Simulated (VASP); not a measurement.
An input for Quantum ESPRESSO's pw.x (written as the equivalent of a VASP run, and not itself run):

```
&CONTROL
  calculation = 'vc-relax'
  pseudo_dir = './pseudo'
  outdir = './out'
  tprnfor = .true.
  tstress = .true.
  nstep = 60
  forc_conv_thr = 0.00039
/
&SYSTEM
  ibrav = 0
  nat = 2
  ntyp = 1
  ecutwfc = 84
  occupations = 'smearing'
  smearing = 'methfessel-paxton'
  degauss = 0.00735
  input_dft = 'rpbe'
/
&ELECTRONS
  conv_thr = 7.3e-08
  electron_maxstep = 100
/
&IONS
/
&CELL
/
ATOMIC_SPECIES
  Zn 65.380 Zn.upf
CELL_PARAMETERS angstrom
     1.3300000   -2.3036280    0.0000000
     1.3300000    2.3036280    0.0000000
     0.0000000    0.0000000    4.9500000
ATOMIC_POSITIONS crystal
  Zn   0.3333330  0.6666670  0.2500000
  Zn   0.6666670  0.3333330  0.7500000
K_POINTS automatic
  14 14 7 0 0 0
```

Translate this input to VASP (INCAR, KPOINTS, POSCAR, choice of POTCAR).

This is not unique; one that fits is 
File POSCAR:
```
Zn
1
    1.3300000000    -2.3036280000     0.0000000000
    1.3300000000     2.3036280000     0.0000000000
    0.0000000000     0.0000000000     4.9500000000
Zn
2
Direct
  0.3333330000   0.6666670000   0.2500000000
  0.6666670000   0.3333330000   0.7500000000
```

File KPOINTS:
```
Regular mesh
0
G
  14 14 7
```

INCAR:
```
# general
SYSTEM =Zn
PREC   =Accurate
ENCUT  =520   # plane-wave cut-off (eV)
LREAL  =F   # projection in real space or not
LASPH  =T

# electronic loop
EDIFF  =1E-6
NELM   =100   # most electronic steps
ALGO   =Normal
LMAXMIX=4

# smearing
ISMEAR =1   # Methfessel-Paxton
SIGMA  =0.1

# functional
GGA    =RP

# ions
IBRION =2   # conjugate gradients
NSW    =60   # most ionic steps
ISIF   =3   # ions, shape and volume
EDIFFG =-0.01   # ionic stop

# output
LWAVE  =F
LCHARG =F
```

POTCAR, in this order: Zn (PBE.64 set). Program: vasp_std.

Limits of the translation: the potentials are each code's own (VASP's PAW set, PseudoDojo norm-conserving files in pw.x), so ENCUT and ecutwfc are chosen apart and not converted; conv_thr bounds pw.x's estimated SCF error, while EDIFF bounds the energy change between steps; forc_conv_thr acts on force components and is met together with etot_conv_thr.

The compound is Zn in the hcp structure. This run relaxes it. Symmetry was kept, so distortions that lower it aren't found.
